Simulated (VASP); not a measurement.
Cost and result of VASP (PAW) for the bulk modulus of AgCl (rock salt). Static lattice, third-order Birch-Murnaghan fit over five volumes. The cost counts the five points of the equation of state, each on the mesh and cut-off of its row, so the ratios hold those differences too. With PBE it took about 60 core-seconds. The timings are rough (shared machines, no repeats); factors under 2 mean little.

```tsv
level	k-mesh	cut-off (eV)	bulk modulus (GPa)	cost over PBE
PBE-D4	8×8×8	520	50.0	within a factor of 2
PBEsol	8×8×8	520	56.6	within a factor of 2
PBE	8×8×8	520	41.9	reference
rev-vdW-DF2	8×8×8	520	50.2	about 2 times
r2SCAN	8×8×8	520	…	about 7 times
SCAN	8×8×8	520	53.8	about 7 times
r2SCAN+rVV10	8×8×8	520	55.4	about 8 times
PBE0	6×6×6	520	…	…
```

### Question
Some entries are withheld; supply them.

### Answer

- r2SCAN, bulk modulus (GPa): 50.6
- PBE0, bulk modulus (GPa): 43.0
- PBE0, cost over PBE: about 60 times

Left out are levels that failed, ran on another kind of processor or have no fit band path; at most nine are shown.

The compound is AgCl in the rock salt structure.
